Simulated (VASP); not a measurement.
Level of theory: PBEsol GGA, VASP's PBE PAW potentials (set 64) (plane waves; VASP).

The input files of a VASP run:

KPOINTS:
```
kpoints
0
Gamma
 8 8 6
0 0 0
```

**POSCAR**
```
HfB
1
    3.9909033034    -0.0000000000     0.0000000000
   -1.9954516517     3.4562232915    -0.0000000000
    0.0000000000     0.0000000000     4.8134472393
Hf B
2 2
Direct
  0.3333330000   0.6666670000   0.9375333817
  0.6666670000   0.3333330000   0.4375333817
  0.3333330000   0.6666670000   0.4374666183
  0.6666670000   0.3333330000   0.9374666183
```

### INCAR
```
ISMEAR  =  1   ! Methfessel-Paxton
EDIFF  =  1E-6   ! SCF stop (eV)
SIGMA  =  0.1   ! width (eV)
SYSTEM  =  HfB
LWAVE  =  .FALSE.
LMAXMIX  =  6   ! l cut-off of mixed one-centre charges
EDIFFG  =  -0.02
PREC  =  Accurate
ISIF  =  3
NSW  =  60   ! most ionic steps
LASPH  =  .TRUE.   ! aspherical one-centre terms
GGA  =  PS   ! PBEsol
LREAL  =  .FALSE.
ENCUT  =  520   ! plane-wave cut-off (eV)
ALGO  =  Normal   ! blocked Davidson
IBRION  =  2   ! conjugate gradients
NELM  =  100
LCHARG  =  .FALSE.
```

POTCAR, in this order: Hf_pv B (PBE.64 set). Program: vasp_std.

Unless said otherwise, spin-orbit coupling is left out, though it shifts the bands of the heavy elements here.

Task: What does the run give for the energy per atom (σ→0), volume per atom, band gap (on the k-mesh)?

Result: 
| Item | Value |
|---|---|
| energy per atom (σ→0) | -8561 meV/atom |
| band gap (on the k-mesh) | none (metal, semimetal or under 0.01 eV) |
| volume per atom | 16.76 Å^3/atom |

**OSZICAR**
```
...
       N       E                     dE             d eps       ncg     rms          rms(c)
DAV:   1    -0.342448572893E+02   -0.76439E-03   -0.15888E-02  1382   0.106E+00    0.412E-01
DAV:   2    -0.342444309053E+02    0.42638E-03   -0.10773E-03  1381   0.251E-01    0.974E-02
DAV:   3    -0.342443023396E+02    0.12857E-03   -0.30847E-04  1497   0.117E-01    0.483E-02
DAV:   4    -0.342442788199E+02    0.23520E-04   -0.43938E-05  1591   0.490E-02    0.454E-02
DAV:   5    -0.342442772186E+02    0.16013E-05   -0.51641E-06  1527   0.153E-02    0.267E-02
DAV:   6    -0.342442778867E+02   -0.66808E-06   -0.96543E-07   730   0.483E-03
   6 F= -.34244278E+02 E0= -.34243141E+02  d E =-.124744E-03
```

The structure was generated: HfB was put into the wurtzite type (P6_3mc), which need not be its known phase. This run relaxes it. It ends in space group P6_3/mmc. Symmetry was kept, so distortions that lower it aren't found. The start is the result of an earlier pass.
